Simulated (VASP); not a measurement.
Calculation: PBEsol GGA, VASP's PBE PAW potentials (set 64) (plane waves; VASP).

VASP input:

POSCAR:
```
Li
1.0
 -1.7450000000   1.7450000000   1.7450000000
  1.7450000000  -1.7450000000   1.7450000000
  1.7450000000   1.7450000000  -1.7450000000
Li
1
Direct
  0.0000000000   0.0000000000   0.0000000000
```

INCAR:
```
ALGO = Normal
EDIFF = 1E-6
EDIFFG = -0.01
ENCUT = 530
GGA = PS
IBRION = 2
ISIF = 3
ISMEAR = 1
LASPH = T
LCHARG = F
LREAL = F
LWAVE = F
NELM = 100
NSW = 60
PREC = Accurate
SIGMA = 0.1
SYSTEM = Li
```

### KPOINTS
```
Regular mesh
0
gamma
 13 13 13
0 0 0
```

POTCAR, in this order: Li_sv (PBE.64 set). Program: vasp_std.

What VASP printed:

### OSZICAR
```
       N       E                     dE             d eps       ncg     rms          rms(c)
DAV:   1     0.684202923824E+00    0.68420E+00   -0.73746E+02   850   0.430E+02
DAV:   2    -0.186683131685E+01   -0.25510E+01   -0.23425E+01  1215   0.600E+01
DAV:   3    -0.196481967958E+01   -0.97988E-01   -0.97935E-01  1045   0.898E+00
DAV:   4    -0.196743985141E+01   -0.26202E-02   -0.26182E-02  1105   0.132E+00
DAV:   5    -0.196747405293E+01   -0.34202E-04   -0.34201E-04  1075   0.128E-01    0.378E-01
DAV:   6    -0.196566658467E+01    0.18075E-02   -0.51205E-04  1150   0.171E-01    0.215E-01
DAV:   7    -0.196487275422E+01    0.79383E-03   -0.15890E-03  1190   0.311E-01    0.295E-02
DAV:   8    -0.196490957313E+01   -0.36819E-04   -0.39881E-04  1005   0.175E-01    0.306E-03
DAV:   9    -0.196490822680E+01    0.13463E-05   -0.26547E-06   945   0.212E-02    0.105E-03
DAV:  10    -0.196490779521E+01    0.43158E-06   -0.24022E-07   695   0.502E-03
   1 F= -.19649078E+01 E0= -.19649058E+01  d E =-.196491E+01
       N       E                     dE             d eps       ncg     rms          rms(c)
DAV:   1    -0.196623206628E+01   -0.13238E-02   -0.11921E-02  1115   0.119E+00    0.230E-01
DAV:   2    -0.196621772483E+01    0.14341E-04   -0.27237E-03  1095   0.495E-01    0.166E-01
DAV:   3    -0.196607605201E+01    0.14167E-03   -0.72093E-04  1540   0.192E-01    0.894E-02
DAV:   4    -0.196601975973E+01    0.56292E-04   -0.99727E-05  1500   0.939E-02    0.338E-03
DAV:   5    -0.196602134689E+01   -0.15872E-05   -0.32490E-06   730   0.193E-02    0.170E-03
DAV:   6    -0.196602234978E+01   -0.10029E-05   -0.34567E-07   430   0.624E-03    0.298E-04
DAV:   7    -0.196602226554E+01    0.84244E-07   -0.66559E-08   420   0.381E-03
   2 F= -.19660223E+01 E0= -.19660208E+01  d E =-.111447E-02
       N       E                     dE             d eps       ncg     rms          rms(c)
DAV:   1    -0.196846380114E+01   -0.24415E-02   -0.69846E-02  1095   0.296E+00    0.549E-01
DAV:   2    -0.196861798717E+01   -0.15419E-03   -0.17640E-02  1060   0.124E+00    0.405E-01
DAV:   3    -0.196788915711E+01    0.72883E-03   -0.47048E-03  1535   0.504E-01    0.255E-01
DAV:   4    -0.196744090520E+01    0.44825E-03   -0.79193E-04  1510   0.258E-01    0.820E-03
DAV:   5    -0.196744603149E+01   -0.51263E-05   -0.19984E-05   900   0.503E-02    0.435E-03
DAV:   6    -0.196744890437E+01   -0.28729E-05   -0.20239E-06   750   0.136E-02    0.776E-04
DAV:   7    -0.196744870888E+01    0.19549E-06   -0.14954E-07   440   0.520E-03
   3 F= -.19674487E+01 E0= -.19674488E+01  d E =-.254091E-02
       N       E                     dE             d eps       ncg     rms          rms(c)
DAV:   1    -0.196765668633E+01   -0.20778E-03   -0.61313E-03  1130   0.830E-01    0.164E-01
DAV:   2    -0.196761105907E+01    0.45627E-04   -0.10088E-03  1040   0.292E-01    0.112E-01
DAV:   3    -0.196753416757E+01    0.76891E-04   -0.28612E-04  1525   0.120E-01    0.423E-02
DAV:   4    -0.196752125704E+01    0.12911E-04   -0.28430E-05  1445   0.525E-02    0.291E-03
DAV:   5    -0.196752223307E+01   -0.97604E-06   -0.13735E-06   590   0.122E-02
   4 F= -.19675222E+01 E0= -.19675228E+01  d E =-.261444E-02
```

**OUTCAR**
```
------------------------ aborting loop because EDIFF is reached ----------------------------------------
  FORCE on cell =-STRESS in cart. coord.  units (eV):
  Direction    XX          YY          ZZ          XY          YZ          ZX
  --------------------------------------------------------------------------------------
  Total        0.0002625      0.0002625      0.0002625     -0.0000000     -0.0000000      0.0000000
  in kB        0.0209195      0.0209195      0.0209195     -0.0000000     -0.0000000      0.0000000
  external PRESSURE =       0.0209195 kB  Pullay stress =       0.0000000 kB
  volume of cell :       20.11
      direct lattice vectors                 reciprocal lattice vectors
    -1.712971527  1.712971527  1.712971527     0.000000000  0.291890433  0.291890433
     1.712971527 -1.712971527  1.712971527     0.291890433  0.000000000  0.291890433
     1.712971527  1.712971527 -1.712971527     0.291890433  0.291890433  0.000000000
 POSITION                                       TOTAL-FORCE (eV/Angst)
 -----------------------------------------------------------------------------------
      1.71297      1.71297     -1.71297         0.000000     -0.000000      0.000000
 -----------------------------------------------------------------------------------
    total drift:                                0.000000      0.000000     -0.000000
  FREE ENERGIE OF THE ION-ELECTRON SYSTEM (eV)
  ---------------------------------------------------
  free  energy   TOTEN  =        -1.9675222331 eV

  energy  without entropy=       -1.9675239676  energy(sigma->0) =       -1.96752281

 reached required accuracy - stopping structural energy minimisation
```
(Selected blocks of OUTCAR.)

**CONTCAR**
```
Li
   1.00000000000000
    -1.7129715271399377    1.7129715271399377    1.7129715271399377
     1.7129715271399377   -1.7129715271399377    1.7129715271399377
     1.7129715271399377    1.7129715271399377   -1.7129715271399377
  Li
     1
Direct
     0.0000000000000000    0.0000000000000000    1.0000000000000000
```

Energy and stress use the plane-wave basis of the starting cell.

The compound is Li in the bcc structure. This run relaxes it. Symmetry was kept, so distortions that lower it aren't found.
